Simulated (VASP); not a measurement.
Level of theory: PBE GGA, VASP's PBE PAW potentials (set 64) (plane waves; VASP 6.6.1).

The input files of a VASP run:

### INCAR
```
! general
SYSTEM =Ga3As4B
PREC   =Accurate
ENCUT  =500
LREAL  =.FALSE.   ! projection in real space or not
LASPH  =.TRUE.   ! aspherical one-centre terms
ICHARG =11   ! fixed density

! electronic loop
EDIFF  =1E-6
NELM   =100   ! most electronic steps
ALGO   =Normal   ! blocked Davidson
LMAXMIX=4   ! l cut-off of mixed one-centre charges

! smearing
ISMEAR =0
SIGMA  =0.05   ! width (eV)

! functional
GGA    =PE   ! PBE

! output
LWAVE  =.FALSE.
LCHARG =.FALSE.
```

### POSCAR
```
Ga3As4B
1
    5.5165876020     0.0000000000     0.0000000000
    0.0000000000     5.5165876020     0.0000000000
    0.0000000000     0.0000000000     5.5165876020
Ga As B
3 4 1
Direct
  0.0000000000   0.0000000000   0.0000000000
  0.5000000000   0.5000000000   0.0000000000
  0.5000000000   0.0000000000   0.5000000000
  0.2276866845   0.2723133155   0.2723133155
  0.7723133155   0.7276866845   0.2723133155
  0.7723133155   0.2723133155   0.7276866845
  0.2276866845   0.7276866845   0.7276866845
  0.0000000000   0.5000000000   0.5000000000
```

**KPOINTS**
```
k-points along high-symmetry lines
15
Line-mode
Reciprocal
  0.000000   0.000000   0.000000 ! GAMMA
  0.000000   0.500000   0.000000 ! X

  0.000000   0.500000   0.000000 ! X
  0.500000   0.500000   0.000000 ! M

  0.500000   0.500000   0.000000 ! M
  0.000000   0.000000   0.000000 ! GAMMA

  0.000000   0.000000   0.000000 ! GAMMA
  0.500000   0.500000   0.500000 ! R

  0.500000   0.500000   0.500000 ! R
  0.000000   0.500000   0.000000 ! X

  0.500000   0.500000   0.500000 ! R
  0.500000   0.500000   0.000000 ! M
```

POTCAR, in this order: Ga_d As B (PBE.64 set). Program: vasp_std. Read from the step before: CHGCAR.

Output of the run:

OUTCAR:
```
 ion  position               nearest neighbor table
   1  0.000  0.000  0.000-   4 2.47   5 2.47   6 2.47   7 2.47
   2  0.500  0.500  0.000-   4 2.47   5 2.47   6 2.47   7 2.47
   3  0.500  0.000  0.500-   4 2.47   5 2.47   6 2.47   7 2.47
   4  0.228  0.272  0.272-   8 2.18   2 2.47   1 2.47   3 2.47
   5  0.772  0.728  0.272-   8 2.18   2 2.47   1 2.47   3 2.47
   6  0.772  0.272  0.728-   8 2.18   2 2.47   1 2.47   3 2.47
   7  0.228  0.728  0.728-   8 2.18   2 2.47   1 2.47   3 2.47
   8  0.000  0.500  0.500-   4 2.18   5 2.18   6 2.18   7 2.18
  LATTYP: Found a simple cubic cell.
 ALAT       =     5.5165876020
 Subroutine PRICEL returns:
 Original cell was already a primitive cell.
 Subroutine GETGRP returns: Found 24 space group operations
The static configuration has the point symmetry D_2d.
 The point group associated with its full space group is T_d .
The dynamic configuration has the point symmetry D_2d.
 Subroutine INISYM returns: Found 24 space group operations
   k-points           NKPTS =     90   k-points in BZ     NKDIM =     90   number of bands    NBANDS=     37
   number of dos      NEDOS =    301   number of ions     NIONS =      8
   total plane-waves  NPLWV =  64000
   dimension x,y,z NGX =    40 NGY =   40 NGZ =   40
   dimension x,y,z NGXF=    80 NGYF=   80 NGZF=   80
   ions per type =               3   4   1
   PREC   = accura    normal or accurate (medium, high low for compatibility)
   ISTART =      0    job   : 0-new  1-cont  2-samecut
   ICHARG =     11    charge: 1-file 2-atom 10-const
   ISPIN  =      1    spin polarized calculation?
   LNONCOLLINEAR =      F non collinear calculations
   LSORBIT =      F    spin-orbit coupling
   INIWAV =      1    electr: 0-lowe 1-rand  2-diag
   ENCUT  =  500.0 eV  36.75 Ry    6.06 a.u.  10.06 10.06 10.06*2*pi/ulx,y,z
   NELM   =    100;   NELMIN=  2; NELMDL= -5     # of ELM steps
   EDIFF  = 0.1E-05   stopping-criterion for ELM
   LREAL  =      F    real-space projection
   NLSPLINE    = F    spline interpolate recip. space projectors
   LMAXMIX     =    4 max onsite mixed and CHGCAR
   VOSKOWN=      0    Vosko Wilk Nusair interpolation
   EDIFFG = 0.1E-04   stopping-criterion for IOM
   NSW    =      0    number of steps for IOM
...
```

File OSZICAR:
```
       N       E                     dE             d eps       ncg     rms          rms(c)
DAV:   1     0.506099666589E+03    0.50610E+03   -0.27812E+04  7005   0.218E+03
DAV:   2     0.407730886367E+02   -0.46533E+03   -0.45311E+03  7317   0.549E+02
DAV:   3    -0.291552519260E+02   -0.69928E+02   -0.66267E+02  7988   0.156E+02
DAV:   4    -0.332193159115E+02   -0.40641E+01   -0.39484E+01  8156   0.364E+01
DAV:   5    -0.333458830778E+02   -0.12657E+00   -0.12569E+00  8158   0.603E+00
DAV:   6    -0.333518307630E+02   -0.59477E-02   -0.59405E-02  9873   0.126E+00
DAV:   7    -0.333519312674E+02   -0.10050E-03   -0.10048E-03  8719   0.140E-01
DAV:   8    -0.333519351335E+02   -0.38661E-05   -0.38659E-05  9132   0.216E-02
DAV:   9    -0.333519352022E+02   -0.68671E-07   -0.68688E-07  5767   0.324E-03
   1 F= -.33351935E+02 E0= -.33351935E+02  d E =-.574904E-14
```

**OUTCAR**
```
 val. band max:        4.1056369653   @ k =   0.0000   0.0000   0.0000

 cond. band min:       4.6342893588   @ k =   0.5000   0.5000   0.5000



 k-point     1 :       0.0000    0.0000    0.0000
  band No.  band energies     occupation
      1     -10.7934      2.00000
      2     -10.7934      2.00000
      3     -10.7934      2.00000
      4     -10.6986      2.00000
      5     -10.6882      2.00000
      6     -10.6882      2.00000
      7     -10.6882      2.00000
      8     -10.6674      2.00000
      9     -10.6674      2.00000
     10     -10.6674      2.00000
     11     -10.6620      2.00000
     12     -10.6620      2.00000
     13     -10.6310      2.00000
     14     -10.6310      2.00000
     15     -10.5991      2.00000
     16      -8.9973      2.00000
     17      -6.2685      2.00000
     18      -6.2685      2.00000
     19      -6.2685      2.00000
     20      -3.6402      2.00000
     21      -2.6210      2.00000
     22      -2.6210      2.00000
     23       0.7806      2.00000
     24       0.7806      2.00000
     25       0.7806      2.00000
     26       1.5127      2.00000
     27       1.5127      2.00000
     28       1.5127      2.00000
     29       4.1056      2.00000
     30       4.1056      2.00000
     31       4.1056      2.00000
     32       4.6961      0.00000
     33       5.3048      0.00000
     34       5.3048      0.00000
     35       5.5217      0.00000
     36       5.5217      0.00000
     37       5.5217      0.00000

 k-point     2 :       0.0000    0.0357    0.0000
  band No.  band energies     occupation
      1     -10.7933      2.00000
      2     -10.7933      2.00000
      3     -10.7933      2.00000
      4     -10.6985      2.00000
      5     -10.6884      2.00000
      6     -10.6882      2.00000
      7     -10.6882      2.00000
      8     -10.6676      2.00000
      9     -10.6676      2.00000
     10     -10.6674      2.00000
     11     -10.6621      2.00000
     12     -10.6620      2.00000
...
```

The density is held fixed in this step, so its total energy and stress have no physical meaning.

The structure was generated: Ga3As4B was put into an ordered model structure (P-43m), which need not be its known phase. It was relaxed first.
